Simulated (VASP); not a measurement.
Write the native input for VASP 6.6.1 that does the following.

- Task: relaxation of cell and atoms
- Functional: LDA
- Potentials or basis: VASP PAW LDA potentials, release 64 (Sn_d)
- Cutoff: 600 eV
- k mesh: 10 × 10 × 10
- Occupations: gaussian, width 0.03 eV
- Spin: no spin polarisation
- Further INCAR settings: ALGO = Normal; EDIFF = 1e-07; IBRION = 2; EDIFFG = -0.005; NSW = 90; ISIF = 3

The structure of Sn lies in POSCAR:

```
Sn                                      
1.0
   -0.0000000000      3.2370353991      3.2370353991
    3.2370353991      0.0000000000      3.2370353991
    3.2370353991      3.2370353991     -0.0000000000
  Sn            
     2
Direct
     0.0000000000000000    0.0000000000000000    0.0000000000000000
     0.2500000000000000    0.2500000000000000    0.2500000000000000
```

The cell was built by a generator and needn't be a form met in nature.

These files were run (other wordings do the same):

INCAR

```
PREC     = Accurate       # precision mode
ENCUT    = 600            # plane-wave cutoff, eV
EDIFF    = 1E-7           # SCF threshold, eV
ISMEAR   = 0              # smearing method
SIGMA    = 0.03           # smearing width, eV
LREAL    = False          # projectors in reciprocal space
LASPH    = True           # aspherical terms in the spheres
NELM     = 80             # most SCF steps
ALGO     = Normal         # electronic algorithm
ISIF     = 3              # what is computed and relaxed
LWAVE    = False          # write WAVECAR
LCHARG   = False          # write CHGCAR
GGA      = CA             # functional
IBRION   = 2              # ionic algorithm
NSW      = 90             # ionic steps
EDIFFG   = -0.005         # ionic threshold
```

KPOINTS

```
regular mesh
0
Gamma
  10 10 10
```

Potentials or basis: VASP PAW LDA potentials, release 64 (Sn_d).

The run is started by

```bash
$ cat potpaw_LDA.64/Sn_d/POTCAR > POTCAR
$ mpirun -np 1 vasp_std > vasp.out
```

Results of the run:

```yaml
Pressure_after_relaxing: 0.0 GPa
Band_gap_on_the_k_mesh: none (metal or under the smearing width)
```

Caveat: the relaxation stopped at its first step, so nothing moved.

It took 24 s on 1 thread of Intel(R) Xeon(R) 6975P-C (Granite Rapids), on a shared host, peak memory 0.22 GiB.
